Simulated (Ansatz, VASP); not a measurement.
# BiB: VASP beside Ansatz, part 2 of 2

One calculation is typed for both programs; each brings its own data sets. How far apart do they land? The cell is generated by rule, not measured, and may not be a known phase. The cell is taken from a series of runs on this material, whose earlier steps may have relaxed, scaled, displaced or heated it; both programs get it as it stands.

VASP 6.6.1 and Ansatz 0.2.0.

So far: The starting structure; Ansatz: zone-centre phonons, PBEsol.

## (3) VASP: zone-centre phonons, PBEsol

Level of this step: PBEsol; plane waves and PAW (B, Bi_d); invented cell (VASP).

The same cell, functional, mesh and smearing now go to VASP, with its own data sets.

Lines of VASP's logs that name or quote its potential files are left out, and so is its time.

INCAR reads:

```
SYSTEM = BiB
PREC = Accurate
ENCUT = 500
EDIFF = 1E-08
NELM = 120
ISMEAR = 1
SIGMA = 0.15
LREAL = .FALSE.
ALGO = Normal
GGA = PS
NBANDS = 24
LORBIT = 11
LWAVE = .FALSE.
LCHARG = .FALSE.
ISIF = 2
IBRION = 8
LASPH = .TRUE.
GGA_COMPAT = .FALSE.
KPAR = 2
```

POSCAR reads:

```
BiB
1.0
    3.7066876533     -0.0000030001      0.0000000000
   -1.8533412285      3.2100871717      0.0000000000
    0.0000000000      0.0000000000      6.0745969964
B Bi
2 2
Direct
    0.0000000000      0.0000000000      0.0000000000
    0.0000000000      0.0000000000      0.5000000000
    0.3333333333      0.6666666667      0.2500000000
    0.6666666667      0.3333333333      0.7500000000
```

KPOINTS reads:

```
Automatic mesh
0
Gamma
12 12 6
0 0 0
```

PAW data sets: B and Bi_d (PBE family, release 64).

The run is started by

```
$ mpirun -np 2 vasp_std
```

Numbers of over 12 decimals in the logs are rounded to 6 here.

What it wrote:

```text
[banner, memory and clock lines left out]
running    2 mpi-ranks, on    1 nodes
 distrk:  each k-point on    1 cores,    2 groups
 distr:  one band on    1 cores,    1 groups

 POSCAR found type information on POSCAR B Bi
 POSCAR found :  2 types and       4 ions
|                                                                             |
|               ----> ADVICE to this user running VASP <----                  |
|                                                                             |
|     You enforced a specific xc type in the INCAR file but a different       |
|     [... a line on the potential file left out ...]
|     I HOPE YOU KNOW WHAT YOU ARE DOING!                                     |
|                                                                             |

 LDA part: xc-table for (Slater+PW92), standard interpolation
 POSCAR, INCAR and KPOINTS ok, starting setup
 FFT: planning ... GRIDC
 FFT: planning ... GRID_SOFT
 FFT: planning ... GRID
 WAVECAR not read
 entering main loop
       N       E                     dE             d eps       ncg     rms          rms(c)
DAV:   1     0.337100565688E+03    0.33710E+03   -0.18853E+04  3656   0.179E+03
DAV:   2     0.945574320739E+01   -0.32764E+03   -0.32128E+03  3840   0.460E+02
DAV:   3    -0.176522927148E+02   -0.27108E+02   -0.26685E+02  4728   0.142E+02
DAV:   4    -0.184764211538E+02   -0.82413E+00   -0.82283E+00  4328   0.269E+01
DAV:   5    -0.185074384240E+02   -0.31017E-01   -0.31013E-01  5320   0.469E+00    0.354E+00
DAV:   6    -0.178285322193E+02    0.67891E+00   -0.19652E+00  4816   0.840E+00    0.126E+00
DAV:   7    -0.178103063741E+02    0.18226E-01   -0.26925E-01  5168   0.234E+00    0.636E-01
DAV:   8    -0.178054347189E+02    0.48717E-02   -0.23636E-02  4672   0.144E+00    0.124E-01
DAV:   9    -0.178044892174E+02    0.94550E-03   -0.39504E-03  5072   0.502E-01    0.380E-02
DAV:  10    -0.178045072312E+02   -0.18014E-04   -0.50854E-04  4480   0.170E-01    0.166E-02
DAV:  11    -0.178045031617E+02    0.40695E-05   -0.66175E-05  5048   0.680E-02    0.558E-03
DAV:  12    -0.178045019933E+02    0.11685E-05   -0.43909E-06  4552   0.118E-02    0.659E-04
DAV:  13    -0.178045019322E+02    0.61039E-07   -0.16713E-07  4272   0.282E-03    0.288E-04
DAV:  14    -0.178045019023E+02    0.29942E-07   -0.11224E-08  3152   0.111E-03    0.921E-05
DAV:  15    -0.178045019092E+02   -0.68817E-08   -0.43482E-09  2448   0.665E-04
   1 F= -.17804502E+02 E0= -.17803520E+02  d E =-.294580E-02
 Linear response reoptimize wavefunctions to high precision
DAV:   1    -0.178045019067E+02    0.24816E-08   -0.12474E-09  2568   0.357E-04
DAV:   2    -0.178045019067E+02   -0.47294E-10   -0.49331E-10  2216   0.220E-04
 Linear response DOF=           4
 Linear response progress:
  Degree of freedom:   1/  4
       N       E                     dE             d eps       ncg     rms          rms(c)
RMM:   1    -0.383900999971E-01   -0.38390E-01   -0.11763E-02 21506   0.912E-01
RMM:   2    -0.351781526153E-01    0.32119E-02   -0.20771E-03 18239   0.275E-01    0.556E-02
RMM:   3    -0.353385650537E-01   -0.16041E-03   -0.24200E-04 21214   0.853E-02    0.280E-02
RMM:   4    -0.355166876566E-01   -0.17812E-03   -0.54926E-05 21282   0.404E-02    0.814E-03
RMM:   5    -0.355262125889E-01   -0.95249E-05   -0.32481E-06 22801   0.134E-02    0.110E-03
RMM:   6    -0.355186810246E-01    0.75316E-05   -0.53299E-07 22175   0.385E-03    0.410E-04
RMM:   7    -0.355190814753E-01   -0.40045E-06   -0.77979E-08 23231   0.157E-03    0.170E-04
RMM:   8    -0.355194760384E-01   -0.39456E-06    0.13464E-07 23516   0.532E-04    0.834E-05
RMM:   9    -0.355197179204E-01   -0.24188E-06    0.49896E-08 22889   0.165E-04    0.179E-05
RMM:  10    -0.355197201202E-01   -0.21997E-08    0.21933E-08 23321   0.731E-05    0.369E-06
 first order change of Fermi-energy   0.21778E-04
 force on displaced ion       1 direction 1 :  -2.098   0.000   0.000
 Linear response progress:
  Degree of freedom:   2/  4
       N       E                     dE             d eps       ncg     rms          rms(c)
RMM:   1    -0.422740447831E-01   -0.42274E-01   -0.10814E-02 12712   0.976E-01
RMM:   2    -0.377155194579E-01    0.45585E-02   -0.35957E-03  7517   0.417E-01    0.584E-02
RMM:   3    -0.377544441749E-01   -0.38925E-04   -0.32426E-04  7756   0.155E-01    0.292E-02
RMM:   4    -0.378736229341E-01   -0.11918E-03   -0.70226E-05  9066   0.570E-02    0.103E-02
RMM:   5    -0.378993194191E-01   -0.25696E-04   -0.12244E-06  9050   0.146E-02    0.410E-03
RMM:   6    -0.378959178715E-01    0.34015E-05    0.84103E-07  8204   0.672E-03    0.634E-04
RMM:   7    -0.378944102123E-01    0.15077E-05   -0.51094E-07  9321   0.237E-03    0.237E-04
RMM:   8    -0.378942208581E-01    0.18935E-06    0.79384E-08  9517   0.697E-04    0.133E-04
RMM:   9    -0.378944894968E-01   -0.26864E-06   -0.37626E-07  9214   0.366E-04    0.313E-05
RMM:  10    -0.378944393498E-01    0.50147E-07    0.32088E-08  8879   0.122E-04    0.168E-05
RMM:  11    -0.378944548588E-01   -0.15509E-07    0.19246E-09  8745   0.641E-05    0.334E-06
RMM:  12    -0.378944554371E-01   -0.57831E-09   -0.16084E-08  9982   0.259E-05    0.137E-06
 first order change of Fermi-energy   0.40557E-03
 force on displaced ion       1 direction 3 :   0.000   0.000  -2.008
 Linear response progress:
  Degree of freedom:   3/  4
       N       E                     dE             d eps       ncg     rms          rms(c)
RMM:   1    -0.319473833427E+00   -0.31947E+00    0.33862E-01 18950   0.879E+00
RMM:   2    -0.325874768728E+00   -0.64009E-02   -0.19649E-02 23976   0.107E+00    0.516E-02
RMM:   3    -0.325862957840E+00    0.11811E-04   -0.16594E-03 27384   0.294E-01    0.299E-02
RMM:   4    -0.325528382822E+00    0.33458E-03   -0.98441E-05 26641   0.810E-02    0.487E-03
RMM:   5    -0.325528333792E+00    0.49031E-07    0.42538E-06 27621   0.270E-02    0.238E-03
RMM:   6    -0.325545765228E+00   -0.17431E-04   -0.57229E-06 27971   0.114E-02    0.636E-04
RMM:   7    -0.325548657795E+00   -0.28926E-05   -0.25397E-07 28753   0.398E-03    0.258E-04
RMM:   8    -0.325547226970E+00    0.14308E-05   -0.20359E-06 28129   0.157E-03    0.418E-05
RMM:   9    -0.325547205153E+00    0.21817E-07   -0.29490E-06 28944   0.668E-04    0.934E-06
RMM:  10    -0.325547007743E+00    0.19741E-06   -0.10646E-06 29306   0.326E-04    0.469E-06
RMM:  11    -0.325546946929E+00    0.60814E-07   -0.58373E-07 29187   0.173E-04    0.147E-06
RMM:  12    -0.325546870083E+00    0.76846E-07   -0.11764E-07 29357   0.945E-05    0.820E-07
RMM:  13    -0.325546821144E+00    0.48938E-07   -0.49074E-08 28218   0.579E-05    0.374E-07
RMM:  14    -0.325546823013E+00   -0.18685E-08    0.18850E-08 26978   0.392E-05    0.422E-07
 first order change of Fermi-energy  -0.99773E-05
 force on displaced ion       3 direction 1 :  -3.551  -0.002   0.000
 Linear response progress:
  Degree of freedom:   4/  4
       N       E                     dE             d eps       ncg     rms          rms(c)
RMM:   1    -0.352439839908E+00   -0.35244E+00    0.37597E-01  6361   0.873E+00
RMM:   2    -0.358629682539E+00   -0.61898E-02   -0.21588E-02  8250   0.113E+00    0.726E-02
RMM:   3    -0.358505421643E+00    0.12426E-03   -0.18272E-03  8833   0.309E-01    0.309E-02
RMM:   4    -0.358360598003E+00    0.14482E-03   -0.19206E-04  8892   0.939E-02    0.190E-02
RMM:   5    -0.358150642065E+00    0.20996E-03    0.12505E-04  8769   0.403E-02    0.443E-03
RMM:   6    -0.358180193488E+00   -0.29551E-04   -0.10976E-04  9390   0.137E-02    0.154E-03
RMM:   7    -0.358177082627E+00    0.31109E-05    0.35461E-05  9397   0.588E-03    0.312E-04
RMM:   8    -0.358181754795E+00   -0.46722E-05   -0.59560E-06  9440   0.207E-03    0.149E-04
RMM:   9    -0.358182747325E+00   -0.99253E-06    0.12839E-06  9584   0.857E-04    0.415E-05
RMM:  10    -0.358182132691E+00    0.61463E-06    0.41433E-06  9114   0.409E-04    0.146E-05
RMM:  11    -0.358182809108E+00   -0.67642E-06    0.12645E-08  9919   0.202E-04    0.340E-06
RMM:  12    -0.358182694615E+00    0.11449E-06    0.10623E-06  9680   0.953E-05    0.968E-07
RMM:  13    -0.358182827745E+00   -0.13313E-06   -0.23897E-07  9960   0.523E-05    0.680E-07
RMM:  14    -0.358182790127E+00    0.37618E-07    0.17229E-07  9144   0.341E-05    0.590E-07
RMM:  15    -0.358182789116E+00    0.10113E-08    0.95001E-08  8667   0.256E-05    0.417E-07
 first order change of Fermi-energy  -0.39563E-03
 force on displaced ion       3 direction 3 :   0.000  -0.000  -5.255
 Linear response finished
```

OUTCAR, selected parts (step 3):

```text
ion  position               nearest neighbor table
   1  0.000  0.000  0.000-   3 2.62   4 2.62   4 2.62   3 2.62   4 2.62   3 2.62
   2  0.000  0.000  0.500-   3 2.62   4 2.62   4 2.62   3 2.62   4 2.62   3 2.62
   3  0.333  0.667  0.250-   1 2.62   2 2.62   1 2.62   2 2.62   1 2.62   2 2.62   4 3.72   4 3.72
                             4 3.72   4 3.72   4 3.72   4 3.72
   4  0.667  0.333  0.750-   1 2.62   2 2.62   1 2.62   2 2.62   1 2.62   2 2.62   3 3.72   3 3.72
                             3 3.72   3 3.72   3 3.72   3 3.72

  LATTYP: Found a hexagonal cell.
 ALAT       =     3.7066876533
 C/A-ratio  =     1.6388208462

 Subroutine GETGRP returns: Found 24 space group operations
 (whereof 12 operations were pure point group operations)

The static configuration has the point symmetry D_3d.
 The point group associated with its full space group is D_6h.

 Found     76 irreducible k-points:

   k-points           NKPTS =     76   k-points in BZ     NKDIM =     76   number of bands    NBANDS=     24

   dimension x,y,z NGX =    28 NGY =   28 NGZ =   48
   dimension x,y,z NGXF=    56 NGYF=   56 NGZF=   96

   ENCUT  =  500.0 eV  36.75 Ry    6.06 a.u.   6.76  6.76 11.08*2*pi/ulx,y,z

   NELECT =      36.0000    total number of electrons

 k-points in reciprocal lattice and weights: Automatic mesh
   0.00000000  0.00000000  0.00000000       0.001
   0.08333333 -0.00000000  0.00000000       0.007
   0.16666667 -0.00000000  0.00000000       0.007
   0.25000000  0.00000000  0.00000000       0.007
   0.33333333  0.00000000  0.00000000       0.007
   0.41666667  0.00000000  0.00000000       0.007
   0.50000000  0.00000000  0.00000000       0.003
   0.08333333  0.08333333  0.00000000       0.007
   0.16666667  0.08333333  0.00000000       0.014
[...]
0.33333333  0.25000000  0.50000000       0.014
   0.33333333  0.33333333  0.50000000       0.002

 average (electrostatic) potential at core
       1 -25.2602       2 -25.2602       3-102.3910       4-102.3910

  Total        0.0187356      0.0187356      0.0083529     -0.0000000      0.0000000     -0.0000000
  in kB        0.4152961      0.4152961      0.1851528     -0.0000000      0.0000000     -0.0000000
  external PRESSURE =       0.3385816 kB  Pullay stress =       0.0000000 kB

  energy-cutoff  :      500.00
  volume of cell :       72.28
      direct lattice vectors                 reciprocal lattice vectors
     3.706687653 -0.000003000  0.000000000     0.269782771  0.155758864  0.000000000
    -1.853341228  3.210087172  0.000000000     0.000000252  0.311518166  0.000000000
     0.000000000  0.000000000  6.074596996     0.000000000  0.000000000  0.164619974

 POSITION                                       TOTAL-FORCE (eV/Angst)
 -----------------------------------------------------------------------------------
      0.00000      0.00000      0.00000        -0.000000     -0.000000      0.000000
      0.00000      0.00000      3.03730        -0.000000     -0.000000      0.000000
      0.00000      2.14006      1.51865        -0.000000      0.000000      0.000000
      1.85334      1.07003      4.55595         0.000000     -0.000000     -0.000000
 -----------------------------------------------------------------------------------
    total drift:                                0.000000     -0.000000      0.000000

 Eigenvectors and eigenvalues of the dynamical matrix
 ----------------------------------------------------

   1 f  =    9.161928 THz    57.566091 2PiTHz  305.609019 cm-1    37.890672 meV
             X         Y         Z           dx          dy          dz
      0.000000  0.000000  0.000000     0.000000    0.000000   -0.707107
      0.000000  0.000000  3.037298     0.000000   -0.000000    0.707107
      0.000002  2.140057  1.518649    -0.000000    0.000000    0.000000
      1.853345  1.070027  4.555948    -0.000000    0.000000    0.000000

   2 f  =    8.047477 THz    50.563789 2PiTHz  268.434937 cm-1    33.281675 meV
             X         Y         Z           dx          dy          dz
      0.000000  0.000000  0.000000    -0.522480    0.449833   -0.000000
      0.000000  0.000000  3.037298    -0.522480    0.449833    0.000000
      0.000002  2.140057  1.518649     0.119017   -0.102469    0.000000
      1.853345  1.070027  4.555948     0.119017   -0.102469   -0.000000

   3 f  =    8.047477 THz    50.563789 2PiTHz  268.434937 cm-1    33.281675 meV
             X         Y         Z           dx          dy          dz
      0.000000  0.000000  0.000000    -0.449833   -0.522480   -0.000000
      0.000000  0.000000  3.037298    -0.449833   -0.522480    0.000000
      0.000002  2.140057  1.518649     0.102469    0.119017   -0.000000
      1.853345  1.070027  4.555948     0.102469    0.119017    0.000000

   4 f  =    5.770331 THz    36.256060 2PiTHz  192.477531 cm-1    23.864162 meV
             X         Y         Z           dx          dy          dz
      0.000000  0.000000  0.000000    -0.535885    0.461332    0.000000
      0.000000  0.000000  3.037298     0.535885   -0.461332   -0.000000
      0.000002  2.140057  1.518649    -0.000000    0.000000   -0.000000
      1.853345  1.070027  4.555948    -0.000000    0.000000   -0.000000

   5 f  =    5.770331 THz    36.256060 2PiTHz  192.477531 cm-1    23.864162 meV
             X         Y         Z           dx          dy          dz
      0.000000  0.000000  0.000000     0.461332    0.535885   -0.000000
      0.000000  0.000000  3.037298    -0.461332   -0.535885    0.000000
      0.000002  2.140057  1.518649    -0.000000   -0.000000   -0.000000
      1.853345  1.070027  4.555948    -0.000000    0.000000   -0.000000

   6 f  =    3.450611 THz    21.680831 2PiTHz  115.100008 cm-1    14.270576 meV
             X         Y         Z           dx          dy          dz
      0.000000  0.000000  0.000000    -0.000000   -0.000000   -0.000000
      0.000000  0.000000  3.037298    -0.000000   -0.000000   -0.000000
      0.000002  2.140057  1.518649     0.000000    0.000000    0.707107
      1.853345  1.070027  4.555948    -0.000000   -0.000000   -0.707107

   7 f  =    2.688080 THz    16.889706 2PiTHz   89.664702 cm-1    11.117001 meV
             X         Y         Z           dx          dy          dz
      0.000000  0.000000  0.000000    -0.000000    0.000000   -0.688042
      0.000000  0.000000  3.037298    -0.000000    0.000000   -0.688042
      0.000002  2.140057  1.518649     0.000000   -0.000000    0.163089
      1.853345  1.070027  4.555948    -0.000000    0.000000    0.163089

   8 f  =    2.260651 THz    14.204087 2PiTHz   75.407187 cm-1     9.349295 meV
             X         Y         Z           dx          dy          dz
      0.000000  0.000000  0.000000     0.000000   -0.000000   -0.000000
      0.000000  0.000000  3.037298     0.000000   -0.000000   -0.000000
      0.000002  2.140057  1.518649    -0.535918    0.461294    0.000000
      1.853345  1.070027  4.555948     0.535918   -0.461294    0.000000

   9 f  =    2.260651 THz    14.204087 2PiTHz   75.407187 cm-1     9.349295 meV
             X         Y         Z           dx          dy          dz
      0.000000  0.000000  0.000000    -0.000000    0.000000    0.000000
      0.000000  0.000000  3.037298    -0.000000   -0.000000    0.000000
      0.000002  2.140057  1.518649     0.461294    0.535918   -0.000000
      1.853345  1.070027  4.555948    -0.461294   -0.535918    0.000000

  10 f/i=    0.002641 THz     0.016594 2PiTHz    0.088093 cm-1     0.010922 meV
             X         Y         Z           dx          dy          dz
      0.000000  0.000000  0.000000     0.091070   -0.127949    0.000000
      0.000000  0.000000  3.037298     0.091070   -0.127949    0.000000
      0.000002  2.140057  1.518649     0.399794   -0.561693    0.000000
      1.853345  1.070027  4.555948     0.399794   -0.561693    0.000000

  11 f/i=    0.002641 THz     0.016594 2PiTHz    0.088093 cm-1     0.010922 meV
             X         Y         Z           dx          dy          dz
      0.000000  0.000000  0.000000     0.127949    0.091070   -0.000000
      0.000000  0.000000  3.037298     0.127949    0.091070   -0.000000
      0.000002  2.140057  1.518649     0.561693    0.399794   -0.000000
      1.853345  1.070027  4.555948     0.561693    0.399794   -0.000000

  12 f/i=    0.024449 THz     0.153617 2PiTHz    0.815529 cm-1     0.101113 meV
             X         Y         Z           dx          dy          dz
      0.000000  0.000000  0.000000    -0.000000    0.000000    0.163089
      0.000000  0.000000  3.037298    -0.000000    0.000000    0.163089
      0.000002  2.140057  1.518649    -0.000000    0.000000    0.688042
      1.853345  1.070027  4.555948    -0.000000    0.000000    0.688042

 ELASTIC MODULI CONTR FROM IONIC RELAXATION (kBar)
 Direction    XX          YY          ZZ          XY          YZ          ZX
 --------------------------------------------------------------------------------
 XX          -0.0532      0.0532     -0.0000      0.0000     -0.0000     -0.0000
 YY           0.0532     -0.0532      0.0000      0.0000      0.0000      0.0000
 ZZ          -0.0000      0.0000     -0.0000      0.0000     -0.0000     -0.0000
 XY           0.0000      0.0000      0.0000     -0.0532      0.0000      0.0000
 YZ          -0.0000      0.0000     -0.0000      0.0000     -0.0000     -0.0000
 ZX          -0.0000      0.0000     -0.0000      0.0000     -0.0000     -0.0000
 --------------------------------------------------------------------------------
```

## (4) Differences

Known differences besides the potentials themselves: VASP's run holds the zone centre alone; the cutoff is 420 eV in Ansatz and 500 eV in VASP; Ansatz makes its cores anew for this functional, VASP keeps those of its PBE data sets. Total energies have different zeros and are not compared.

Compared:

```csv
quantity,Ansatz,VASP,difference
optical mode 1 to 2 (cm⁻¹),75.1,75.4,-0.41 %
optical mode 3 (cm⁻¹),87.5,89.7,-2.37 %
optical mode 4 (cm⁻¹),114.2,115.1,-0.77 %
optical mode 5 to 6 (cm⁻¹),191.7,192.5,-0.42 %
optical mode 7 to 8 (cm⁻¹),267.1,268.4,-0.48 %
optical mode 9 (cm⁻¹),305.3,305.6,-0.11 %
```

Modes are paired by rising frequency, not by their patterns, so a pair may set unlike modes beside each other; they are those without the splitting of longitudinal modes.

## (5) Summary of results

| Property | Result |
| --- | --- |
| r.m.s. difference of the optical zone-centre modes, each program's sorted by frequency (zone-centre phonons, PBEsol) | 1.1 cm⁻¹ |
| difference in optical mode 3 (zone-centre phonons, PBEsol) | -2.4 % |

**Reading.** The r.m.s. difference of the optical zone-centre modes, each program's sorted by frequency is 1.1 cm⁻¹ (zone-centre phonons, PBEsol). Among the rows given in per cent, the largest difference of the zone-centre phonons, PBEsol pair is in optical mode 3, -2.4 %. How closely two codes agree says nothing of how well the functional describes the real material.

[Lines on the potential files, build, host, timing and source positions are cut from VASP's logs without a mark.]

[Logs are printed without paths, hosts, clocks, repeated set-up lines and the standing remarks that a program may print on its own settings, such as how far it seeks lower states.]

[Hosts, paths, dates, database ids (printed as entryN), source tags and the programs' standing remarks are cut or masked in the printed files.]
